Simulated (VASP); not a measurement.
Set up this calculation in VASP 6.6.1, as the native input.

```yaml
Task: single point
Functional: HSE06
Potentials_or_basis: VASP PAW PBE potentials, release 64 (Co, Ga_d, As)
Cutoff: 350 eV
k_mesh: 2 × 2 × 2
Occupations: gaussian, width 0.03 eV
Spin: collinear spin, ferromagnetic start
Starting_moments: "[1.0, 0.0, 0.0, 0.0, 0.0, 0.0, 0.0, 0.0, 0.0, 0.0, 0.0, 0.0, 0.0, 0.0, 0.0, 0.0, 0.0, 0.0, 0.0, 0.0, 0.0, 0.0, 0.0, 0.0] μB"
Fixed_moment: 1 μB
Dq: -1
Grid_for_exact_exchange_PRECFOCK: Fast
Screening_parameter: 0.2 1/A
Further_INCAR_settings: LREAL = Auto; ALGO = Damped; EDIFF = 0.0001; NBANDS = 128; ISYM = -1; NELECT = 213.0
```

The system is Ga11CoAs12 (a cell with a defect).

```
Co Ga As
1.0
     0.00000    8.48055    8.48055
     5.65370    0.00000    5.65370
     5.65370    5.65370    0.00000
Co Ga As
1 11 12
Direct
  0.00669 0.99371 0.98941
  0.00361 0.00679 0.49131
  0.00337 0.49605 0.00214
  0.00178 0.50101 0.49734
  0.32767 0.00586 0.00425
  0.33157 0.00299 0.49946
  0.33113 0.50067 0.00291
  0.33342 0.50041 0.49979
  0.67000 0.00578 0.00071
  0.66802 0.00451 0.49148
  0.66757 0.49458 0.00245
  0.66912 0.50099 0.49661
  0.07900 0.12113 0.11624
  0.08234 0.12551 0.63122
  0.08193 0.63509 0.12183
  0.08298 0.62881 0.62447
  0.41956 0.12470 0.12345
  0.41697 0.12466 0.62692
  0.41661 0.62839 0.12401
  0.41781 0.62538 0.62499
  0.76501 0.12073 0.11736
  0.75207 0.12501 0.62314
  0.75177 0.62799 0.12067
  0.75090 0.62678 0.62445
```

These files were run (other wordings do the same):

POSCAR

```
Ga11CoAs12                              
1.0
    0.0000000000      8.4805500000      8.4805500000
    5.6537000000      0.0000000000      5.6537000000
    5.6537000000      5.6537000000      0.0000000000
  Co              Ga              As            
     1    11    12
Direct
     0.0066925719835698    0.9937141185467731    0.9894075178121383
     0.0036149405823148    0.0067941455452569    0.4913116812925748
     0.0033673344709242    0.4960509051048852    0.0021427881071661
     0.0017799837581386    0.5010082665105793    0.4973441884264218
     0.3276748809062568    0.0058569081989590    0.0042469272995551
     0.3315651927990914    0.0029943060310894    0.4994590477142880
     0.3311341884067474    0.5006650630222826    0.0029131517956047
     0.3334153385035082    0.5004059489380128    0.4997878979066767
     0.6699969801383097    0.0057813565070796    0.0007096137014078
     0.6680206982003589    0.0045122537087470    0.4914820337227830
     0.6675722548175600    0.4945829207286274    0.0024512684305043
     0.6691179676252647    0.5009885932809828    0.4966091682727207
     0.0789957097931353    0.1211250389899975    0.1162352325616507
     0.0823352455479382    0.1255061397210186    0.6312194500384299
     0.0819289515241650    0.6350907659257327    0.1218327337501722
     0.0829839880786138    0.6288130416631634    0.6244662737167826
     0.4195627174620056    0.1246961481494373    0.1234522585659485
     0.4169722282742185    0.1246590307471648    0.6269219319906323
     0.4166092128854977    0.6283930309063548    0.1240086011379191
     0.4178141351967082    0.6253785724193148    0.6249934720285656
     0.7650135614896847    0.1207327416144646    0.1173605554850609
     0.7520679879726129    0.1250093059385999    0.6231419800877798
     0.7517734121089140    0.6279857925880502    0.1206706644783203
     0.7509015174744506    0.6267756052134359    0.6244545616769117
```

INCAR.step1

```
PREC = Accurate ; ENCUT = 350
EDIFF = 1E-5 ; ISMEAR = 0
SIGMA = 0.03 ; LREAL = Auto
LASPH = T ; NELM = 70
ALGO = Normal ; ISIF = 2
LWAVE = T ; ISPIN = 2
MAGMOM = 1 0 0 0 0 0 0 0 0 0 0 0 0 0 0 0 0 0 0 0 0 0 0 0 ; LORBIT = 11
NUPDOWN = 1 ; LMAXMIX = 4
NBANDS = 128 ; NELECT = 213.0
ISYM = -1 ; TIME = 0.4
NKRED = 2 ; GGA = PE
KPAR = 2
```

INCAR.step2

```
PREC = Accurate ; ENCUT = 350
EDIFF = 1E-4 ; ISMEAR = 0
SIGMA = 0.03 ; LREAL = Auto
LASPH = T ; NELM = 70
ALGO = Damped ; ISIF = 2
LWAVE = F ; LCHARG = F
ISPIN = 2 ; MAGMOM = 1 0 0 0 0 0 0 0 0 0 0 0 0 0 0 0 0 0 0 0 0 0 0 0
LORBIT = 11 ; NUPDOWN = 1
LMAXMIX = 4 ; GGA = PE
LHFCALC = T ; HFSCREEN = 0.2
PRECFOCK = Fast ; NBANDS = 128
NELECT = 213.0 ; ISYM = -1
TIME = 0.4 ; NKRED = 2
ISTART = 1 ; KPAR = 2
```

KPOINTS

```
regular mesh
0
Gamma
  2 2 2
```

Potentials or basis: VASP PAW PBE potentials, release 64 (Co, Ga_d, As).

Launch:

```console
$ cat potpaw_PBE.64/Co/POTCAR potpaw_PBE.64/Ga_d/POTCAR potpaw_PBE.64/As/POTCAR > POTCAR
$ cp INCAR.step1 INCAR
$ mpirun -np 4 vasp_std > vasp.out
$ cp INCAR.step2 INCAR
$ mpirun -np 4 vasp_std > vasp.out
```

Results of the run:

| Property | Result |
| --- | --- |
| Largest force | 0.264 eV/Å |
| Net moment | 1.00 μB per cell |
| Site moments | Co +1.52; Ga -0.01, -0.02, +0.00; As -0.08, -0.01, -0.02 μB |
| Valence electrons inside the program's atomic spheres | Co 8.18; Ga 11.65, 11.66; As 2.88, 2.89, 2.90 |

Caveat: the k mesh is coarse (spacing up to 0.48 Å⁻¹), so the values aren't converged, least of all with exact exchange; the PAW data sets were made with another functional, which shifts forces and pressure a little; the total moment is fixed, so each spin has its own Fermi level.

Run time: 83 min on 4 MPI ranks on Intel(R) Xeon(R) Platinum 8488C (Sapphire Rapids), with other jobs on the host, peak memory 1.1 GiB a rank.
